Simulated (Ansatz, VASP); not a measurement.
# Cross-check of WSe2 between VASP and Ansatz, part 2 of 2

Aim: how closely do two programs agree when they are given the same cell, functional and k mesh? The structure shown is the end of the Ansatz relaxation below.

VASP 6.6.1 and Ansatz 0.2.0.

So far. Step 4 (Differences): Known differences besides the potentials themselves: the data sets hold 92 valence electrons in Ansatz (on its PAW soft_1 files) and 36 in VASP; Ansatz's pressure holds a Pulay correction, VASP's none. Total energies have different zeros and are not compared.

### Step 6. Ansatz: relaxation, PBE with D3(BJ)

Level of this step: Ansatz beside VASP: Kohn-Sham DFT, plane waves, PBE with D3(BJ) (Ansatz).

This run makes the geometry at which the two programs are then compared. The cell compared in this pair holds 122.32 Å³, against 116.97 Å³ for the pair before.

The structure compared here is the end of the Ansatz relaxation.

The input, input.yaml:

```yaml
crystal:
  lattice:
    - [3.2543846725, 0.0, 0.0]
    - [-1.6271923362, 2.8183798001, 0.0]
    - [0.0, 0.0, 13.16860356]
  atoms:
    - { symbol: W, position: [0.3333333, 0.6666667, 0.25] }
    - { symbol: W, position: [0.6666667, 0.3333333, 0.75] }
    - { symbol: Se, position: [0.3333333, 0.6666667, 0.6182684] }
    - { symbol: Se, position: [0.6666667, 0.3333333, 0.1182684] }
    - { symbol: Se, position: [0.3333333, 0.6666667, 0.8817316] }
    - { symbol: Se, position: [0.6666667, 0.3333333, 0.3817316] }
kpoints:
  mp_grid: { grid: [10, 10, 3] }
scf:
  occupations: { method: fermi_dirac, width: 0.02 }
hamiltonian:
  xc: pbe
  pseudopotentials: { kind: paw, azcp: { folder: soft_1 } }
  dispersion: d3bj
basis:
  ecutwfc: 600
output:
  forces: true
  stress: true
relax:
  f_tol: 0.005
  max_steps: 70
  cell: { stress_tol: 0.02, p_target: 0, fix: [c, alpha, beta, gamma] }
```

Command:

```bash
ansatz run input.yaml --threads 4 --pin off --max-ram 10240MiB --backend cpu --events-out ev --progress --plain --runs-dir out
```

Numbers of over 12 decimals in the logs are rounded to 6 here.

The log of the run:

```text
[...]
Crystal: 6 atoms, lattice volume = 120.784 Å³
Basis set: ecut = 600 eV, 4085 PW (Γ), exchange–correlation on 54×54×216 points (8 copies of the dense FFT grid, shifted against one another)
Bands: 56, of which v1, the nominal top of the filled ones, is band 46 counted from 1 (45 counted from 0)
Symmetry: 8 space group operations
k-points: 62 of 300
[...]
- [3.275068, -2.9051051443428373e-11, 0.0]
    - [-1.637534, 2.836292, 0.0]
    - [0.0, 0.0, 13.16860356]
  atoms:
    - { symbol: W, position: [0.333333, 0.666667, 0.250000] }
    - { symbol: W, position: [0.666667, 0.333333, 0.750000] }
    - { symbol: Se, position: [0.333333, 0.666667, 0.621665] }
    - { symbol: Se, position: [0.666667, 0.333333, 0.121665] }
    - { symbol: Se, position: [0.333333, 0.666667, 0.878335] }
    - { symbol: Se, position: [0.666667, 0.333333, 0.378335] }
[key lines of the parts left out:]
SCF converged after 6 iterations
Free energy (F): -42654.232641 eV
Fermi energy:    12.875735 eV
P = ⅓ Tr σ = -0.5056 GPa (-5.056 kbar)
```

### Step 7. VASP: single point, PBE with D3(BJ), pair 2

The same cell, functional, mesh and smearing now go to VASP, with its own data sets.

The input, INCAR:

```
SYSTEM = WSe2
PREC = Accurate
ENCUT = 600
EDIFF = 1E-06
NELM = 120
ISMEAR = -1
SIGMA = 0.02
LREAL = .FALSE.
ALGO = Normal
GGA = PE
IVDW = 12
NBANDS = 24
LASPH = .TRUE.
LORBIT = 11
LWAVE = .FALSE.
LCHARG = .FALSE.
ISIF = 2
GGA_COMPAT = .FALSE.
EFERMI = MIDGAP
KPAR = 2
```

The input, POSCAR:

```
WSe2
1.0
    3.2750682517      0.0000000000      0.0000000000
   -1.6375341258      2.8362923051      0.0000000000
    0.0000000000      0.0000000000     13.1686035600
W Se
2 4
Direct
    0.3333333350      0.6666666650      0.2500000000
    0.6666666650      0.3333333350      0.7500000000
    0.3333333317      0.6666666683      0.6216650283
    0.6666666683      0.3333333317      0.1216650283
    0.3333333317      0.6666666683      0.8783349717
    0.6666666683      0.3333333317      0.3783349717
```

The input, KPOINTS:

```
Automatic mesh
0
Gamma
10 10 3
0 0 0
```

Potentials, in the order of the species: W and Se (PBE family, release 64).

Command:

```bash
mpirun -np 2 vasp_std
```

The log of the run:

```text
[... set-up lines as in an earlier step ...]
 entering main loop
       N       E                     dE             d eps       ncg     rms          rms(c)
DAV:   1     0.205626393349E+03    0.20563E+03   -0.17033E+04  1344   0.147E+03
DAV:   2    -0.271006692801E+02   -0.23273E+03   -0.22436E+03  1816   0.283E+02
DAV:   3    -0.448795118346E+02   -0.17779E+02   -0.17620E+02  1808   0.734E+01
DAV:   4    -0.452735481018E+02   -0.39404E+00   -0.39253E+00  1800   0.118E+01
[...]
DAV:  12    -0.432594316783E+02   -0.52074E-04   -0.26524E-04  1832   0.922E-02    0.323E-02
DAV:  13    -0.432594369205E+02   -0.52422E-05   -0.18411E-05  1824   0.250E-02    0.653E-03
DAV:  14    -0.432594373903E+02   -0.46982E-06   -0.21247E-06  1408   0.803E-03
   1 F= -.46031877E+02 E0= -.46031877E+02  d E =-.654696E-13
```

From OUTCAR (step 7):

```text
 Edisp (eV)   -2.77244

  Total      -0.30511    -0.30511    -1.44456    -0.00000    -0.00000     0.00000
  in kB      -3.99622    -3.99622   -18.92057    -0.00000    -0.00000     0.00000
  external pressure =       -8.97 kB  Pullay stress =        0.00 kB

 POSITION                                       TOTAL-FORCE (eV/Angst)
 -----------------------------------------------------------------------------------
      0.00000      1.89086      3.29215         0.000000     -0.000000      0.000000
      1.63753      0.94543      9.87645         0.000000     -0.000000      0.000000
     -0.00000      1.89086      8.18646        -0.000000      0.000000      0.041271
      1.63753      0.94543      1.60216        -0.000000     -0.000000      0.041271
     -0.00000      1.89086     11.56645        -0.000000      0.000000     -0.041271
      1.63753      0.94543      4.98214         0.000000     -0.000000     -0.041271
 -----------------------------------------------------------------------------------
    total drift:                               -0.000002      0.000001     -0.000000

  FREE ENERGIE OF THE ION-ELECTRON SYSTEM (eV)
  ---------------------------------------------------
  free  energy   TOTEN  =       -46.0318773010 eV

  energy  without entropy=      -46.0318773010  energy(sigma->0) =      -46.03187730

[... 1 part as in an earlier step ...]

[... 2 further parts left out ...]
[key lines of the parts left out:]
E-fermi :   5.6626
```

The run ends at a pressure of -0.90 GPa, with forces up to 0.041 eV/Å.

### Step 8. Comparison

What differs besides the data sets and the points named for the pairs above, as far as they apply: the data sets hold 92 valence electrons in Ansatz (on its PAW soft_1 files) and 36 in VASP. Total energies have different zeros and are not compared.

Both answers:

```
              quantity  Ansatz   VASP  difference
        pressure (GPa)   -0.51  -0.90       +0.39
gap on the k mesh (eV)   1.068  1.068      -0.001
```

At this near-relaxed geometry the largest component of a force difference is 41 meV/Å. A gap on the mesh is an upper bound, since the band edges may lie between its points; neither run holds spin-orbit coupling, which can move the band edges of a compound of W.

### Step 9. Results

- r.m.s. force difference (single point, PBE with D3(BJ), pair 1): 18 meV/Å
- r.m.s. force difference (single point, PBE with D3(BJ), pair 2): 19 meV/Å

What this shows: The r.m.s. force difference is 19 meV/Å (single point, PBE with D3(BJ), pair 2), beyond the 12 meV/Å picked in this series as the mark of a large difference. The data sets hold unlike numbers of valence electrons (92 in Ansatz and 36 in VASP), so part of the differences comes from the potentials. Single point, PBE with D3(BJ), pair 1, VASP with the data sets W and Se_sv_GW and a cutoff of 620 eV: r.m.s. force difference goes from 18 to 29 meV/Å; the difference in pressure goes from 0.39 to 2.1 GPa; the difference in gap on the k mesh goes from 6.9e-4 to -0.0065 eV. What causes the difference of the single point, PBE with D3(BJ), pair 2 pair stays open here. How closely two codes agree says nothing of how well the functional describes the real material.

[Lines on the potential files, build, host, timing and source positions are cut from VASP's logs without a mark.]

[Logs are printed without paths, hosts, clocks, repeated set-up lines and the standing remarks that a program may print on its own settings, such as how far it seeks lower states.]

[Hosts, paths, dates, database ids (printed as entryN), source tags and the programs' standing remarks are cut or masked in the printed files.]
